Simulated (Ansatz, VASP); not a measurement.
## Al3Pd in VASP and in Ansatz

File INCAR:

```
  PREC = Accurate
  ENCUT = 520
  EDIFF = 1E-7
  ISMEAR = -1
  SIGMA = 0.05
  LREAL = False
  LASPH = True
  NELM = 60
  ALGO = Normal
  ISIF = 2
  LWAVE = False
  LCHARG = False
  GGA = PE
  NBANDS = 18
```

KPOINTS

```
regular mesh
0
Gamma
  7 7 7
```

Contents of POSCAR:

```
Al3Pd
1.0
    3.8663382084      0.0000000000      0.0000000000
    0.0000000000      3.8663382084      0.0000000000
    0.0000000000      0.0000000000      3.8663382084
Pd Al
1 3
Direct
    0.0000000000      0.0000000000      0.0000000000
    0.5000000000      0.5000000000      0.0000000000
    0.5000000000      0.0000000000      0.5000000000
    0.0000000000      0.5000000000      0.5000000000
```

input.yaml

```yaml
crystal:
  lattice:
    - [3.8663382084, 0.0, 0.0]
    - [0.0, 3.8663382084, 0.0]
    - [0.0, 0.0, 3.8663382084]
  atoms:
    - { symbol: Pd, position: [0.0, 0.0, 0.0] }
    - { symbol: Al, position: [0.5, 0.5, 0.0] }
    - { symbol: Al, position: [0.5, 0.0, 0.5] }
    - { symbol: Al, position: [0.0, 0.5, 0.5] }
hamiltonian:
  xc: pbe
  pseudopotentials: { kind: paw }
kpoints:
  mp_grid: { grid: [7, 7, 7] }
scf:
  occupations: { method: fermi_dirac, width: 0.05 }
output:
  forces: true
  stress: true
  eigenvalues: true
```

Change from the starting cell: volume scaled by 0.94.

Alike in both runs: task single point; functional PBE; k mesh 7 × 7 × 7; occupations fermi-dirac, width 0.05 eV; no spin polarisation.

```csv
,VASP,Ansatz
version,VASP 6.6.1,Ansatz 0.2.0
potentials or method,"VASP PAW PBE potentials, release 64 (Pd, Al)",Ansatz PAW
plane-wave cutoff (eV),520,420
valence electrons in the cell,19,27
```

```tsv
	VASP	Ansatz	Ansatz less VASP
gap on the k mesh at the Fermi level (eV)	none	none	-
pressure (GPa)	9.5	9.5	+0.03
```

A gap of «none» marks a metal or a gap that the smearing closes. The two sets of potentials don't hold the same shells in valence.
